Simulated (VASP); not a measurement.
All values below come from PBE GGA, VASP's PBE PAW potentials (set 64) (plane waves; VASP).

Input for VASP

### POSCAR
```
PtC
1.0
  0.0000000000   2.4479650000   2.4479650000
  2.4479650000   0.0000000000   2.4479650000
  2.4479650000   2.4479650000   0.0000000000
Pt C
1 1
Cartesian
  0.0000000000   0.0000000000   0.0000000000
  1.2239825000   1.2239825000   1.2239825000
```

### KPOINTS
```
Regular mesh
0
Gamma
  12 12 12
```

### INCAR
```
SYSTEM = PtC
PREC = Accurate
ENCUT = 520
EDIFF = 1E-6
NELM = 100
ALGO = Normal
LREAL = .FALSE.
LASPH = .TRUE.
ISMEAR = 1
SIGMA = 0.1
GGA = PE
LMAXMIX = 6
LWAVE = .FALSE.
LCHARG = .FALSE.
IBRION = 2
ISIF = 3
NSW = 60
EDIFFG = -0.01
```

POTCAR, in this order: Pt C (PBE.64 set). Program: vasp_std.

Output

File OUTCAR:
```
 ion  position               nearest neighbor table
   1  0.000  0.000  0.000-   2 2.12   2 2.12   2 2.12   2 2.12
   2  0.250  0.250  0.250-   1 2.12   1 2.12   1 2.12   1 2.12
  LATTYP: Found a face centered cubic cell.
 ALAT       =     4.8959300000
 Subroutine PRICEL returns:
 Original cell was already a primitive cell.
 Subroutine GETGRP returns: Found 24 space group operations
The static configuration has the point symmetry T_d .
The dynamic configuration has the point symmetry T_d .
 Subroutine INISYM returns: Found 24 space group operations
 Subroutine IBZKPT returns following result:
 Found     72 irreducible k-points:

 Following reciprocal coordinates:
            Coordinates               Weight
  0.000000  0.000000  0.000000      1.000000
  0.083333  0.000000  0.000000      8.000000
  0.166667  0.000000  0.000000      8.000000
  0.250000  0.000000  0.000000      8.000000
  0.333333  0.000000  0.000000      8.000000
  0.416667  0.000000  0.000000      8.000000
  0.500000  0.000000  0.000000      4.000000
  0.083333  0.083333  0.000000      6.000000
  0.166667  0.083333  0.000000     24.000000
  0.250000  0.083333  0.000000     24.000000
  0.333333  0.083333  0.000000     24.000000
  0.416667  0.083333  0.000000     24.000000
  0.500000  0.083333  0.000000     24.000000
 -0.416667  0.083333  0.000000     24.000000
 -0.333333  0.083333  0.000000     24.000000
 -0.250000  0.083333  0.000000     24.000000
 -0.166667  0.083333  0.000000     24.000000
 -0.083333  0.083333  0.000000     12.000000
  0.166667  0.166667  0.000000      6.000000
  0.250000  0.166667  0.000000     24.000000
  0.333333  0.166667  0.000000     24.000000
  0.416667  0.166667  0.000000     24.000000
  0.500000  0.166667  0.000000     24.000000
 -0.416667  0.166667  0.000000     24.000000
 -0.333333  0.166667  0.000000     24.000000
 -0.250000  0.166667  0.000000     24.000000
 -0.166667  0.166667  0.000000     12.000000
  0.250000  0.250000  0.000000      6.000000
  0.333333  0.250000  0.000000     24.000000
  0.416667  0.250000  0.000000     24.000000
  0.500000  0.250000  0.000000     24.000000
 -0.416667  0.250000  0.000000     24.000000
 -0.333333  0.250000  0.000000     24.000000
 -0.250000  0.250000  0.000000     12.000000
  0.333333  0.333333  0.000000      6.000000
  0.416667  0.333333  0.000000     24.000000
  0.500000  0.333333  0.000000     24.000000
 -0.416667  0.333333  0.000000     24.000000
 -0.333333  0.333333  0.000000     12.000000
  0.416667  0.416667  0.000000      6.000000
   k-points           NKPTS =     72   k-points in BZ     NKDIM =     72   number of bands    NBANDS=     11
   number of dos      NEDOS =    301   number of ions     NIONS =      2
   total plane-waves  NPLWV =  21952
   dimension x,y,z NGX =    28 NGY =   28 NGZ =   28
   dimension x,y,z NGXF=    56 NGYF=   56 NGZF=   56
   ions per type =               1   1
   PREC   = accura    normal or accurate (medium, high low for compatibility)
   ISTART =      0    job   : 0-new  1-cont  2-samecut
   ICHARG =      2    charge: 1-file 2-atom 10-const
   ISPIN  =      1    spin polarized calculation?
   LNONCOLLINEAR =      F non collinear calculations
   LSORBIT =      F    spin-orbit coupling
   INIWAV =      1    electr: 0-lowe 1-rand  2-diag
   ENCUT  =  520.0 eV  38.22 Ry    6.18 a.u.   6.44  6.44  6.44*2*pi/ulx,y,z
   NELM   =    100;   NELMIN=  2; NELMDL= -5     # of ELM steps
   EDIFF  = 0.1E-05   stopping-criterion for ELM
   LREAL  =      F    real-space projection
   NLSPLINE    = F    spline interpolate recip. space projectors
   LMAXMIX     =    6 max onsite mixed and CHGCAR
...
```

**OSZICAR**
```
       N       E                     dE             d eps       ncg     rms          rms(c)
DAV:   1     0.584568570539E+02    0.58457E+02   -0.70697E+03  1632   0.115E+03
DAV:   2    -0.128120585351E+02   -0.71269E+02   -0.66421E+02  1777   0.222E+02
DAV:   3    -0.152783420558E+02   -0.24663E+01   -0.24311E+01  1878   0.427E+01
DAV:   4    -0.153008612926E+02   -0.22519E-01   -0.22506E-01  1759   0.480E+00
DAV:   5    -0.153011096989E+02   -0.24841E-03   -0.24840E-03  1866   0.499E-01    0.171E+01
DAV:   6    -0.138274919258E+02    0.14736E+01   -0.17751E+01  2142   0.349E+01    0.843E+00
DAV:   7    -0.133615297622E+02    0.46596E+00   -0.21881E+00  1738   0.144E+01    0.454E+00
DAV:   8    -0.133524656115E+02    0.90642E-02   -0.14968E-01  1752   0.322E+00    0.136E+00
DAV:   9    -0.133466352601E+02    0.58304E-02   -0.15497E-02  1808   0.113E+00    0.302E-01
DAV:  10    -0.133464324055E+02    0.20285E-03   -0.24983E-03  1758   0.396E-01    0.481E-02
DAV:  11    -0.133464439940E+02   -0.11588E-04   -0.78135E-05  1836   0.856E-02    0.160E-02
DAV:  12    -0.133464454131E+02   -0.14192E-05   -0.93700E-06  1734   0.287E-02    0.584E-03
DAV:  13    -0.133464452718E+02    0.14130E-06   -0.70266E-07  1218   0.876E-03
   1 F= -.13346445E+02 E0= -.13345981E+02  d E =-.133464E+02
       N       E                     dE             d eps       ncg     rms          rms(c)
DAV:   1    -0.199955985004E+02   -0.66492E+01   -0.13194E+02  1638   0.128E+02    0.292E+01
DAV:   2    -0.137491620039E+02    0.62464E+01   -0.21832E+01  1704   0.469E+01    0.462E+00
DAV:   3    -0.132138983441E+02    0.53526E+00   -0.80379E-01  1700   0.834E+00    0.222E+00
DAV:   4    -0.131086430959E+02    0.10526E+00   -0.49143E-01  1638   0.663E+00    0.105E+00
DAV:   5    -0.131103427238E+02   -0.16996E-02   -0.15865E-02  1707   0.112E+00    0.544E-01
DAV:   6    -0.131125265582E+02   -0.21838E-02   -0.53389E-03  1880   0.533E-01    0.731E-02
DAV:   7    -0.131126254945E+02   -0.98936E-04   -0.16135E-04  1730   0.107E-01    0.340E-02
DAV:   8    -0.131126433316E+02   -0.17837E-04   -0.91201E-06  1905   0.306E-02    0.354E-03
DAV:   9    -0.131126434543E+02   -0.12279E-06   -0.23328E-07   990   0.486E-03
   2 F= -.13112643E+02 E0= -.13112503E+02  d E =0.233802E+00
       N       E                     dE             d eps       ncg     rms          rms(c)
DAV:   1    -0.159441373647E+02   -0.28315E+01   -0.44826E+01  1644   0.730E+01    0.100E+01
DAV:   2    -0.138206679798E+02    0.21235E+01   -0.11032E+01  1668   0.348E+01    0.739E+00
DAV:   3    -0.135845724870E+02    0.23610E+00   -0.64865E-01  1858   0.721E+00    0.492E+00
DAV:   4    -0.135438077394E+02    0.40765E-01   -0.20905E-01  1683   0.406E+00    0.203E+00
DAV:   5    -0.135449242121E+02   -0.11165E-02   -0.10885E-02  1683   0.834E-01    0.873E-01
DAV:   6    -0.135444676307E+02    0.45658E-03   -0.27308E-03  1833   0.388E-01    0.616E-02
DAV:   7    -0.135445046492E+02   -0.37018E-04   -0.21078E-04  1695   0.132E-01    0.186E-02
DAV:   8    -0.135445025316E+02    0.21176E-05   -0.12782E-05  1899   0.344E-02    0.156E-02
DAV:   9    -0.135445031890E+02   -0.65747E-06   -0.49294E-07   957   0.690E-03
   3 F= -.13544503E+02 E0= -.13544639E+02  d E =-.198058E+00
       N       E                     dE             d eps       ncg     rms          rms(c)
DAV:   1    -0.135461219230E+02   -0.16194E-02   -0.24060E-02  1635   0.170E+00    0.249E-01
DAV:   2    -0.135449667762E+02    0.11551E-02   -0.62131E-03  1725   0.792E-01    0.102E-01
DAV:   3    -0.135448262493E+02    0.14053E-03   -0.36825E-04  1777   0.177E-01    0.637E-02
DAV:   4    -0.135448096270E+02    0.16622E-04   -0.12976E-04  1668   0.992E-02    0.302E-02
DAV:   5    -0.135448111566E+02   -0.15296E-05   -0.13626E-05  1629   0.281E-02    0.102E-02
DAV:   6    -0.135448108252E+02    0.33136E-06   -0.36309E-06  1695   0.147E-02
   4 F= -.13544811E+02 E0= -.13544968E+02  d E =-.198366E+00
       N       E                     dE             d eps       ncg     rms          rms(c)
DAV:   1    -0.135453567366E+02   -0.54558E-03   -0.10481E-02  1638   0.112E+00    0.165E-01
DAV:   2    -0.135448541316E+02    0.50261E-03   -0.26886E-03  1725   0.522E-01    0.671E-02
DAV:   3    -0.135447940730E+02    0.60059E-04   -0.15820E-04  1783   0.116E-01    0.422E-02
DAV:   4    -0.135447874260E+02    0.66470E-05   -0.56442E-05  1665   0.654E-02    0.199E-02
DAV:   5    -0.135447882168E+02   -0.79079E-06   -0.59271E-06  1638   0.185E-02
   5 F= -.13544788E+02 E0= -.13544959E+02  d E =-.198343E+00
       N       E                     dE             d eps       ncg     rms          rms(c)
DAV:   1    -0.135461258493E+02   -0.13384E-02   -0.25078E-02  1638   0.173E+00    0.252E-01
DAV:   2    -0.135449239877E+02    0.12019E-02   -0.65196E-03  1722   0.812E-01    0.107E-01
DAV:   3    -0.135447704102E+02    0.15358E-03   -0.39246E-04  1786   0.182E-01    0.668E-02
DAV:   4    -0.135447480935E+02    0.22317E-04   -0.13598E-04  1671   0.101E-01    0.315E-02
DAV:   5    -0.135447486284E+02   -0.53490E-06   -0.14561E-05  1626   0.290E-02    0.107E-02
DAV:   6    -0.135447470955E+02    0.15329E-05   -0.39274E-06  1695   0.154E-02    0.116E-03
DAV:   7    -0.135447471012E+02   -0.57469E-08   -0.25196E-07   798   0.465E-03
   6 F= -.13544747E+02 E0= -.13544897E+02  d E =0.411156E-04
       N       E                     dE             d eps       ncg     rms          rms(c)
DAV:   1    -0.135453185225E+02   -0.57143E-03   -0.91283E-03  1638   0.104E+00    0.153E-01
DAV:   2    -0.135448811558E+02    0.43737E-03   -0.23436E-03  1713   0.487E-01    0.628E-02
DAV:   3    -0.135448286196E+02    0.52536E-04   -0.13875E-04  1780   0.108E-01    0.394E-02
DAV:   4    -0.135448228229E+02    0.57967E-05   -0.49192E-05  1662   0.611E-02    0.186E-02
DAV:   5    -0.135448235248E+02   -0.70184E-06   -0.51669E-06  1632   0.173E-02
   7 F= -.13544824E+02 E0= -.13544986E+02  d E =-.353080E-04
```

**OUTCAR**
```
------------------------ aborting loop because EDIFF is reached ----------------------------------------
  FORCE on cell =-STRESS in cart. coord.  units (eV):
  Direction    XX          YY          ZZ          XY          YZ          ZX
  --------------------------------------------------------------------------------------
  Total        0.0040427      0.0040427      0.0040427     -0.0000000      0.0000000      0.0000000
  in kB        0.2466452      0.2466452      0.2466452     -0.0000000      0.0000000      0.0000000
  external PRESSURE =       0.2466452 kB  Pullay stress =       0.0000000 kB
  volume of cell :       26.26
      direct lattice vectors                 reciprocal lattice vectors
    -0.000000000  2.359174354  2.359174354    -0.211938554  0.211938554  0.211938554
     2.359174354 -0.000000000  2.359174354     0.211938554 -0.211938554  0.211938554
     2.359174354  2.359174354 -0.000000000     0.211938554  0.211938554 -0.211938554
 POSITION                                       TOTAL-FORCE (eV/Angst)
 -----------------------------------------------------------------------------------
      0.00000      0.00000      0.00000        -0.000000     -0.000000     -0.000000
      1.17959      1.17959      1.17959         0.000000      0.000000      0.000000
 -----------------------------------------------------------------------------------
    total drift:                                0.000000      0.000000      0.000000
  FREE ENERGIE OF THE ION-ELECTRON SYSTEM (eV)
  ---------------------------------------------------
  free  energy   TOTEN  =       -13.5448235248 eV

  energy  without entropy=      -13.5453111615  energy(sigma->0) =      -13.54498607

 reached required accuracy - stopping structural energy minimisation
```
(Selected blocks of OUTCAR.)

**CONTCAR**
```
PtC
   1.00000000000000
    -0.0000000000000000    2.3591743537721093    2.3591743537721093
     2.3591743537721093   -0.0000000000000000    2.3591743537721093
     2.3591743537721093    2.3591743537721093   -0.0000000000000000
  Pt              C
     1     1
Direct
     0.0000000000000000    0.0000000000000000    0.0000000000000000
     0.2500000000000000    0.2500000000000000    0.2500000000000000
```

Energy and stress use the plane-wave basis of the starting cell.

The structure was generated: PtC was put into the zinc blende type (F-43m), which need not be its known phase. This run relaxes it. Symmetry was kept, so distortions that lower it aren't found.
